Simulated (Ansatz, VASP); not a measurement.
**SnTe: VASP beside Ansatz**

Aim: how closely do two programs agree when they are given the same cell, functional and k mesh? The cell is taken from a series of runs on this material, whose earlier steps may have relaxed, scaled, displaced or heated it; both programs get it as it stands.

Program: Ansatz 0.2.0. Level of theory: plane waves, with VASP 6.6.1 beside it; zone-centre phonons at PBEsol. Results are calculated unless marked as measured.

**1. The structure**

It takes space group I4/mmm (No. 139, tetragonal). Conventional cell: a = 4.447 Å, b = 4.447 Å, c = 6.225 Å, α = 90.00°, β = 90.00°, γ = 90.00°. Nearest to Sn lie 6 Te at 3.11 to 3.14 Å. Nearest to Te lie 6 Sn at 3.11 to 3.14 Å. Farther neighbours and most contacts between anions are not listed.

As a file:

```
Sn Te
1.0
     0.00000    3.14478    3.11269
     3.14478    0.00000    3.11269
     3.14478    3.14478    0.00000
Sn Te
1 1
Direct
  0.00000 0.00000 0.00000
  0.50000 0.50000 0.50000
```

**2. VASP: zone-centre phonons, PBEsol**

Second derivatives magnify differences that forces hide, and they need a tight electronic threshold.

Lines of VASP's logs that name or quote its potential files are left out, and so is its time.

INCAR reads:

```
SYSTEM = SnTe
PREC = Accurate
ENCUT = 500
EDIFF = 1E-08
NELM = 120
ISMEAR = 0
SIGMA = 0.01
LREAL = .FALSE.
ALGO = Normal
GGA = PS
NBANDS = 16
LORBIT = 11
LWAVE = .FALSE.
LCHARG = .FALSE.
ISIF = 2
IBRION = 8
LASPH = .TRUE.
GGA_COMPAT = .FALSE.
EFERMI = MIDGAP
KPAR = 2
```

POSCAR reads:

```
SnTe
1.0
    0.0000000000      3.1447830188      3.1126897401
    3.1447830188      0.0000000000      3.1126897401
    3.1447830188      3.1447830188      0.0000000000
Sn Te
1 1
Direct
    0.0000000000      0.0000000000      0.0000000000
    0.5000000000      0.5000000000      0.5000000000
```

KPOINTS reads:

```
Automatic mesh
0
Gamma
12 12 12
0 0 0
```

The projector-augmented-wave data sets are Sn_d and Te (PBE family, release 64).

The run is started by

```
mpirun -np 2 vasp_std
```

Numbers of over 12 decimals in the logs are rounded to 6 here.

The program printed:

```text
[banner, memory and clock lines left out]
running    2 mpi-ranks, on    1 nodes
 distrk:  each k-point on    1 cores,    2 groups
 distr:  one band on    1 cores,    1 groups

 POSCAR found type information on POSCAR SnTe
 POSCAR found :  2 types and       2 ions
|                                                                             |
|               ----> ADVICE to this user running VASP <----                  |
|                                                                             |
|     You enforced a specific xc type in the INCAR file but a different       |
|     [... a line on the potential file left out ...]
|     I HOPE YOU KNOW WHAT YOU ARE DOING!                                     |
|                                                                             |

 LDA part: xc-table for (Slater+PW92), standard interpolation
 POSCAR, INCAR and KPOINTS ok, starting setup
 FFT: planning ... GRIDC
 FFT: planning ... GRID_SOFT
 FFT: planning ... GRID
 WAVECAR not read
 entering main loop
       N       E                     dE             d eps       ncg     rms          rms(c)
DAV:   1     0.121694765586E+03    0.12169E+03   -0.94338E+03  5256   0.141E+03
DAV:   2     0.164019582567E+01   -0.12005E+03   -0.11745E+03  5736   0.349E+02
DAV:   3    -0.811817399177E+01   -0.97584E+01   -0.97172E+01  6520   0.873E+01
DAV:   4    -0.837741123565E+01   -0.25924E+00   -0.25919E+00  6432   0.155E+01
DAV:   5    -0.838883917414E+01   -0.11428E-01   -0.11428E-01  7616   0.299E+00    0.490E+00
DAV:   6    -0.833896076649E+01    0.49878E-01   -0.11119E-01  7448   0.272E+00    0.306E+00
DAV:   7    -0.833677807932E+01    0.21827E-02   -0.43603E-02  6888   0.136E+00    0.678E-01
DAV:   8    -0.833613765050E+01    0.64043E-03   -0.67906E-03  6640   0.733E-01    0.150E-01
DAV:   9    -0.833620130580E+01   -0.63655E-04   -0.50453E-04  7208   0.213E-01    0.364E-02
DAV:  10    -0.833618603227E+01    0.15274E-04   -0.60451E-05  6832   0.740E-02    0.194E-02
DAV:  11    -0.833618566926E+01    0.36301E-06   -0.23904E-05  7096   0.424E-02    0.210E-02
DAV:  12    -0.833618549920E+01    0.17006E-06   -0.18374E-06  6584   0.115E-02    0.105E-02
DAV:  13    -0.833618534074E+01    0.15846E-06   -0.14046E-07  6928   0.271E-03    0.447E-03
DAV:  14    -0.833618536781E+01   -0.27074E-07   -0.88971E-08  6736   0.379E-03    0.174E-03
DAV:  15    -0.833618534274E+01    0.25073E-07   -0.17165E-08  4768   0.826E-04    0.778E-04
DAV:  16    -0.833618535254E+01   -0.98030E-08   -0.12942E-09  3416   0.250E-04
   1 F= -.83361854E+01 E0= -.83361854E+01  d E =-.218286E-46
 Linear response reoptimize wavefunctions to high precision
DAV:   1    -0.833618536516E+01   -0.12614E-07   -0.25368E-10  3808   0.119E-04
DAV:   2    -0.833618536518E+01   -0.20009E-10   -0.45700E-11  3368   0.666E-05
 Linear response DOF=           4
 Linear response progress:
  Degree of freedom:   1/  4
       N       E                     dE             d eps       ncg     rms          rms(c)
RMM:   1    -0.215204663229E+00   -0.21520E+00    0.30747E-01 10834   0.104E+01
RMM:   2    -0.220453222919E+00   -0.52486E-02   -0.11918E-02 15819   0.867E-01    0.791E-02
RMM:   3    -0.220298332128E+00    0.15489E-03   -0.92429E-04 17451   0.243E-01    0.423E-02
RMM:   4    -0.220014460270E+00    0.28387E-03   -0.84052E-05 17520   0.733E-02    0.854E-03
RMM:   5    -0.220003606034E+00    0.10854E-04   -0.79187E-06 18015   0.224E-02    0.365E-03
RMM:   6    -0.220008322257E+00   -0.47162E-05   -0.13059E-06 17701   0.758E-03    0.131E-03
RMM:   7    -0.220007856902E+00    0.46536E-06   -0.36421E-07 18136   0.297E-03    0.696E-04
RMM:   8    -0.220004578270E+00    0.32786E-05    0.12801E-07 17591   0.130E-03    0.153E-04
RMM:   9    -0.220004896278E+00   -0.31801E-06    0.34625E-07 18600   0.574E-04    0.183E-04
RMM:  10    -0.220004562041E+00    0.33424E-06    0.41823E-07 18258   0.280E-04    0.132E-04
RMM:  11    -0.220004612133E+00   -0.50092E-07    0.32354E-07 19555   0.136E-04    0.213E-04
RMM:  12    -0.220004333917E+00    0.27822E-06    0.15787E-07 17778   0.873E-05    0.144E-04
RMM:  13    -0.220004188621E+00    0.14530E-06    0.71338E-08 18134   0.474E-05    0.572E-05
RMM:  14    -0.220004170138E+00    0.18483E-07    0.30133E-08 18778   0.232E-05    0.561E-05
RMM:  15    -0.220004071194E+00    0.98943E-07    0.15245E-08 17108   0.178E-05    0.181E-05
RMM:  16    -0.220004030249E+00    0.40946E-07    0.71178E-09 18279   0.119E-05    0.193E-06
RMM:  17    -0.220004028680E+00    0.15692E-08    0.18866E-09 14370   0.779E-06    0.538E-07
 first order change of Fermi-energy   0.18047E-03
 force on displaced ion       1 direction 1 :  -0.267   0.000   0.000
 Linear response progress:
  Degree of freedom:   2/  4
       N       E                     dE             d eps       ncg     rms          rms(c)
RMM:   1    -0.215384914550E+00   -0.21538E+00    0.29945E-01  6319   0.103E+01
RMM:   2    -0.220559286095E+00   -0.51744E-02   -0.11955E-02  9147   0.865E-01    0.854E-02
RMM:   3    -0.220376299644E+00    0.18299E-03   -0.91894E-04 10086   0.242E-01    0.461E-02
RMM:   4    -0.220067848619E+00    0.30845E-03   -0.88623E-05 10081   0.745E-02    0.816E-03
RMM:   5    -0.220062222530E+00    0.56261E-05   -0.78238E-06 10386   0.225E-02    0.364E-03
RMM:   6    -0.220068001029E+00   -0.57785E-05   -0.13815E-06 10194   0.781E-03    0.127E-03
RMM:   7    -0.220066870026E+00    0.11310E-05   -0.34019E-07 10562   0.307E-03    0.753E-04
RMM:   8    -0.220063714778E+00    0.31552E-05    0.25228E-07 10201   0.133E-03    0.181E-04
RMM:   9    -0.220063915248E+00   -0.20047E-06    0.34315E-07 10783   0.604E-04    0.221E-04
RMM:  10    -0.220063528586E+00    0.38666E-06    0.50299E-07 10537   0.298E-04    0.144E-04
RMM:  11    -0.220063413747E+00    0.11484E-06    0.39845E-07 11273   0.147E-04    0.882E-05
RMM:  12    -0.220063046758E+00    0.36699E-06    0.20577E-07 10185   0.975E-05    0.287E-05
RMM:  13    -0.220063087069E+00   -0.40311E-07    0.78868E-08 11262   0.463E-05    0.105E-05
RMM:  14    -0.220063060938E+00    0.26131E-07    0.44498E-08 10644   0.248E-05    0.326E-06
RMM:  15    -0.220063029368E+00    0.31570E-07    0.21826E-08  9864   0.154E-05    0.164E-06
RMM:  16    -0.220063029113E+00    0.25559E-09    0.98547E-09  6967   0.102E-05    0.445E-06
 first order change of Fermi-energy  -0.10432E-03
 force on displaced ion       1 direction 3 :   0.000   0.000  -0.509
 Linear response progress:
  Degree of freedom:   3/  4
       N       E                     dE             d eps       ncg     rms          rms(c)
RMM:   1    -0.467889324830E-01   -0.46789E-01    0.66754E-02 19143   0.867E-01
RMM:   2    -0.473080447610E-01   -0.51911E-03   -0.19734E-03 16854   0.217E-01    0.627E-02
RMM:   3    -0.474846896277E-01   -0.17664E-03   -0.16154E-04 17072   0.622E-02    0.466E-02
RMM:   4    -0.477456013982E-01   -0.26091E-03   -0.23860E-05 16894   0.310E-02    0.586E-03
RMM:   5    -0.477557299824E-01   -0.10129E-04   -0.10236E-06 17407   0.734E-03    0.306E-03
RMM:   6    -0.477534943618E-01    0.22356E-05   -0.93471E-08 16842   0.215E-03    0.693E-04
RMM:   7    -0.477528721251E-01    0.62224E-06    0.82023E-09 17252   0.485E-04    0.140E-04
RMM:   8    -0.477527857044E-01    0.86421E-07    0.53018E-08 17090   0.155E-04    0.289E-05
RMM:   9    -0.477526828744E-01    0.10283E-06    0.34681E-07 18152   0.504E-05    0.190E-05
RMM:  10    -0.477527508900E-01   -0.68016E-07    0.25075E-07 18627   0.148E-05    0.310E-06
RMM:  11    -0.477527299105E-01    0.20979E-07    0.52793E-08 16878   0.722E-06    0.969E-07
RMM:  12    -0.477527320689E-01   -0.21584E-08   -0.22342E-09 12392   0.387E-06    0.579E-07
 first order change of Fermi-energy  -0.27157E-03
 force on displaced ion       2 direction 1 :  -0.245   0.000   0.000
 Linear response progress:
  Degree of freedom:   4/  4
       N       E                     dE             d eps       ncg     rms          rms(c)
RMM:   1    -0.467798883435E-01   -0.46780E-01    0.68114E-02 11095   0.881E-01
RMM:   2    -0.473217026168E-01   -0.54181E-03   -0.19938E-03  9779   0.218E-01    0.674E-02
RMM:   3    -0.475017925622E-01   -0.18009E-03   -0.16060E-04  9898   0.626E-02    0.498E-02
RMM:   4    -0.477748494548E-01   -0.27306E-03   -0.25029E-05  9798   0.322E-02    0.599E-03
RMM:   5    -0.477827612778E-01   -0.79118E-05   -0.10646E-06 10114   0.758E-03    0.315E-03
RMM:   6    -0.477810025468E-01    0.17587E-05   -0.93705E-08  9767   0.218E-03    0.703E-04
RMM:   7    -0.477804209665E-01    0.58158E-06   -0.98596E-09 10032   0.497E-04    0.141E-04
RMM:   8    -0.477803526370E-01    0.68329E-07   -0.35341E-09  9872   0.161E-04    0.293E-05
RMM:   9    -0.477802530498E-01    0.99587E-07    0.21583E-07 10499   0.520E-05    0.196E-05
RMM:  10    -0.477803231635E-01   -0.70114E-07    0.25111E-07 10740   0.153E-05    0.310E-06
RMM:  11    -0.477803008011E-01    0.22362E-07    0.51424E-08  9879   0.703E-06    0.114E-06
RMM:  12    -0.477803010917E-01   -0.29054E-09   -0.63846E-09  7356   0.370E-06    0.574E-07
 first order change of Fermi-energy   0.21704E-03
 force on displaced ion       2 direction 3 :   0.000   0.000  -0.482
 Linear response finished
```

From OUTCAR (step 2):

```text
ion  position               nearest neighbor table
   1  0.000  0.000  0.000-   2 3.11   2 3.11   2 3.14   2 3.14   2 3.14   2 3.14
   2  0.500  0.500  0.500-   1 3.11   1 3.11   1 3.14   1 3.14   1 3.14   1 3.14

  LATTYP: Found a body centered tetragonal cell.
 ALAT       =     4.4473947959
 C/A-ratio  =     1.3997811676

 Subroutine GETGRP returns: Found 16 space group operations
 (whereof 16 operations were pure point group operations)

The static configuration has the point symmetry D_4h.

 Found    163 irreducible k-points:

   k-points           NKPTS =    163   k-points in BZ     NKDIM =    163   number of bands    NBANDS=     16

   dimension x,y,z NGX =    32 NGY =   32 NGZ =   32
   dimension x,y,z NGXF=    64 NGYF=   64 NGZF=   64

   ENCUT  =  500.0 eV  36.75 Ry    6.06 a.u.   8.07  8.07  8.11*2*pi/ulx,y,z

   NELECT =      20.0000    total number of electrons

 k-points in reciprocal lattice and weights: Automatic mesh
   0.00000000  0.00000000  0.00000000       0.001
   0.08333333  0.00000000  0.00000000       0.005
   0.16666667  0.00000000  0.00000000       0.005
   0.25000000 -0.00000000  0.00000000       0.005
   0.33333333  0.00000000  0.00000000       0.005
   0.41666667  0.00000000  0.00000000       0.005
   0.50000000 -0.00000000  0.00000000       0.002
   0.08333333  0.08333333  0.00000000       0.001
   0.16666667  0.08333333  0.00000000       0.005
[...]
-0.33333333  0.16666667  0.50000000       0.002
  -0.25000000  0.25000000  0.50000000       0.001

 average (electrostatic) potential at core
       1-100.2104       2 -87.5399

  Total        0.0034581      0.0034581      0.5679213      0.0000000     -0.0000000      0.0000000
  in kB        0.0899902      0.0899902     14.7792218      0.0000000     -0.0000000      0.0000000
  external PRESSURE =       4.9864007 kB  Pullay stress =       0.0000000 kB

  energy-cutoff  :      500.00
  volume of cell :       61.57
      direct lattice vectors                 reciprocal lattice vectors
     0.000000000  3.144783019  3.112689740    -0.158993481  0.158993481  0.160632778
     3.144783019  0.000000000  3.112689740     0.158993481 -0.158993481  0.160632778
     3.144783019  3.144783019  0.000000000     0.158993481  0.158993481 -0.160632778

 POSITION                                       TOTAL-FORCE (eV/Angst)
 -----------------------------------------------------------------------------------
      0.00000      0.00000      0.00000        -0.000000      0.000000     -0.000000
      3.14478      3.14478      3.11269         0.000000     -0.000000      0.000000
 -----------------------------------------------------------------------------------
    total drift:                                0.000000     -0.000000     -0.000000

 Eigenvectors and eigenvalues of the dynamical matrix
 ----------------------------------------------------

   1 f  =    1.404198 THz     8.822839 2PiTHz   46.839017 cm-1     5.807295 meV
             X         Y         Z           dx          dy          dz
      0.000000  0.000000  0.000000     0.000000    0.000000    0.729032
      3.144783  3.144783  3.112690     0.000000    0.000000   -0.684479

   2 f  =    1.010102 THz     6.346656 2PiTHz   33.693368 cm-1     4.177443 meV
             X         Y         Z           dx          dy          dz
      0.000000  0.000000  0.000000     0.000000    0.734144    0.000000
      3.144783  3.144783  3.112690    -0.000000   -0.678994    0.000000

   3 f  =    1.010102 THz     6.346656 2PiTHz   33.693368 cm-1     4.177443 meV
             X         Y         Z           dx          dy          dz
      0.000000  0.000000  0.000000     0.734144   -0.000000    0.000000
      3.144783  3.144783  3.112690    -0.678994    0.000000    0.000000

   4 f/i=    0.018900 THz     0.118752 2PiTHz    0.630436 cm-1     0.078164 meV
             X         Y         Z           dx          dy          dz
      0.000000  0.000000  0.000000     0.000000    0.000000   -0.684479
      3.144783  3.144783  3.112690     0.000000    0.000000   -0.729032

   5 f/i=    0.021171 THz     0.133024 2PiTHz    0.706202 cm-1     0.087558 meV
             X         Y         Z           dx          dy          dz
      0.000000  0.000000  0.000000     0.360025    0.575686    0.000000
      3.144783  3.144783  3.112690     0.389267    0.622445    0.000000

   6 f/i=    0.021171 THz     0.133024 2PiTHz    0.706202 cm-1     0.087558 meV
             X         Y         Z           dx          dy          dz
      0.000000  0.000000  0.000000     0.575686   -0.360025    0.000000
      3.144783  3.144783  3.112690     0.622445   -0.389267    0.000000

 ELASTIC MODULI CONTR FROM IONIC RELAXATION (kBar)
 Direction    XX          YY          ZZ          XY          YZ          ZX
 --------------------------------------------------------------------------------
 XX           0.0000      0.0000      0.0000      0.0000      0.0000      0.0000
 YY           0.0000      0.0000      0.0000      0.0000      0.0000      0.0000
 ZZ           0.0000      0.0000      0.0000      0.0000      0.0000      0.0000
 XY           0.0000      0.0000      0.0000      0.0000      0.0000      0.0000
 YZ           0.0000      0.0000      0.0000      0.0000      0.0000      0.0000
 ZX           0.0000      0.0000      0.0000      0.0000      0.0000      0.0000
 --------------------------------------------------------------------------------
```

(Continued in part 2 of 2.)

[Lines on the potential files, build, host, timing and source positions are cut from VASP's logs without a mark.]

[Logs are printed without paths, hosts, clocks, repeated set-up lines and the standing remarks that a program may print on its own settings, such as how far it seeks lower states.]

[Hosts, paths, dates, database ids (printed as entryN), source tags and the programs' standing remarks are cut or masked in the printed files.]
